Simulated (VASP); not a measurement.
VASP runs on Ta (space group Im-3m) share one base input (PBE GGA, plane waves, VASP's PBE PAW potentials (set 64)) and change the settings named in each case.

**KPOINTS**
```
K-points
0
G
  14 14 14
```

File POSCAR:
```
Ta
1
   -1.6500000000     1.6500000000     1.6500000000
    1.6500000000    -1.6500000000     1.6500000000
    1.6500000000     1.6500000000    -1.6500000000
Ta
1
Direct
  0.0000000000   0.0000000000   0.0000000000
```

### INCAR
```
ALGO = Normal
LCHARG = .FALSE.
LASPH = .TRUE.   # aspherical one-centre terms
LWAVE = .FALSE.
ENCUT = 300   # plane-wave cut-off (eV)
SIGMA = 0.05   # width (eV)
LMAXMIX = 6   # l cut-off of mixed one-centre charges
SYSTEM = Ta
LREAL = .FALSE.
ISIF = 2   # forces and stress, cell fixed
PREC = Accurate
EDIFF = 1E-6
ISMEAR = -1   # Fermi-Dirac
NELM = 100   # most electronic steps
GGA = PE
```

POTCAR, in this order: Ta_pv (PBE.64 set). Program: vasp_std.

```csv
change,E(σ→0) (eV/atom),pressure (GPa),−TS (eV)
base run,-11.8107,3.09,-0.0081
GGA = PS,-12.5522,-3.74,-0.0083
"GGA_COMPAT = .FALSE., LNONCOLLINEAR = .TRUE., LSORBIT = .TRUE., MAGMOM = 0.0 0.0 0.0, program vasp_ncl",-12.5210,2.95,-0.0089
KPOINTS 5×5×5 Γ-centred mesh,-11.7262,5.86,-0.0188
```
 Energies of different potentials or functionals have different zeros.  Unless said otherwise, spin-orbit coupling is left out, though it shifts the bands of the heavy elements here. At 300 eV the pressure can carry a Pulay error.

Left out are runs that ran out of time, are held back, or changed the cell or the kind of run, fixed moments of cells without a moment, rows past the twelfth, gaps on odd meshes, pressures of charged cells and columns that move by less than the noise.

The structure is a typed Ta crystal (Im-3m). The cell was not relaxed at this level.
